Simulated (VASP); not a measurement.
VASP input:

**INCAR**
```
ALGO = Normal
EDIFF = 1E-6
ENCUT = 300
GGA = PS
ISIF = 2
ISMEAR = 0
LASPH = .TRUE.
LCHARG = .FALSE.
LMAXMIX = 6
LREAL = .FALSE.
LWAVE = .FALSE.
NELM = 100
PREC = Accurate
SIGMA = 0.2
SYSTEM = Ir3W
```

**KPOINTS**
```
Automatic
0
Gamma
  6 6 5
0 0 0
```

File POSCAR:
```
Ir3W
1
    4.5960000000     0.0000000000     0.0000000000
   -2.2980000000     3.9802530000     0.0000000000
    0.0000000000     0.0000000000     4.3900000000
W Ir
2 6
Direct
  0.3467720000   0.6737880000   0.2586800000
  0.6589200000   0.3318180000   0.7558320000
  0.8444660000   0.6825140000   0.2465780000
  0.1748070000   0.8356000000   0.7372520000
  0.3169160000   0.1519630000   0.2428980000
  0.1628380000   0.3359040000   0.7595210000
  0.8335850000   0.1562810000   0.2519010000
  0.6616970000   0.8321320000   0.7473400000
```

POTCAR, in this order: W_sv Ir (PBE.64 set). Program: vasp_std.

**Question.** Translate this PBEsol calculation to Quantum ESPRESSO's pw.x.

**Answer.** One equivalent input (not run):
```
&CONTROL
  calculation = 'scf'
  pseudo_dir = './pseudo'
  outdir = './out'
  tprnfor = .true.
  tstress = .true.
/
&SYSTEM
  ibrav = 0
  nat = 8
  ntyp = 2
  ecutwfc = 74
  occupations = 'smearing'
  smearing = 'gaussian'
  degauss = 0.0147
  input_dft = 'pbesol'
/
&ELECTRONS
  conv_thr = 7.3e-08
  electron_maxstep = 100
/
ATOMIC_SPECIES
  W 183.840 W.upf
  Ir 192.217 Ir.upf
CELL_PARAMETERS angstrom
     4.5960000    0.0000000    0.0000000
    -2.2980000    3.9802530    0.0000000
     0.0000000    0.0000000    4.3900000
ATOMIC_POSITIONS crystal
  W    0.3467720  0.6737880  0.2586800
  W    0.6589200  0.3318180  0.7558320
  Ir   0.8444660  0.6825140  0.2465780
  Ir   0.1748070  0.8356000  0.7372520
  Ir   0.3169160  0.1519630  0.2428980
  Ir   0.1628380  0.3359040  0.7595210
  Ir   0.8335850  0.1562810  0.2519010
  Ir   0.6616970  0.8321320  0.7473400
K_POINTS automatic
  6 6 5 0 0 0
```
The two are equivalent in intent, not identical: the potentials are each code's own (VASP's PAW set, PseudoDojo norm-conserving files in pw.x), so ENCUT and ecutwfc are chosen apart and not converted; conv_thr bounds pw.x's estimated SCF error, while EDIFF bounds the energy change between steps.

The structure comes from a measured Ir3W entry of the Crystallography Open Database, whose conditions weren't checked. The cell was not relaxed at this level, atoms are displaced from their ideal sites.
